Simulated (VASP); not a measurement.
Given:

```yaml
crystal:
  lattice:
    - [1.76003, -3.04846, 0.00000]
    - [1.76003, 3.04846, 0.00000]
    - [0.00000, 0.00000, 5.93019]
  atoms:
    - { symbol: Ti, position: [0.00000, 0.00000, 0.00000] }
    - { symbol: S, position: [0.33333, 0.66667, 0.23865] }
    - { symbol: S, position: [0.66667, 0.33333, 0.76135] }
```

The numbers are results of vdW-DF2, VASP's PBE PAW potentials (set 64) (plane waves; VASP), not measurements. Settings: 520 eV cut-off, 8×8×4 Γ-centred mesh, tetrahedra with Blöchl corrections, potentials Ti_sv S.

The cores are frozen, which limits the accuracy of field gradients.

Question: Give the principal components of the electric field gradient (V/Å²) and the asymmetry η at each nucleus.

Answer: 
```csv
atom,Vxx,Vyy,Vzz,η
Ti1,6.6,6.6,-13.1,0.00
S2,6.7,6.7,-13.3,0.00
S3,6.7,6.7,-13.3,0.00
```

The compound is TiS2 in the 1T layered structure. It was relaxed first, which changed the volume by +11 %.
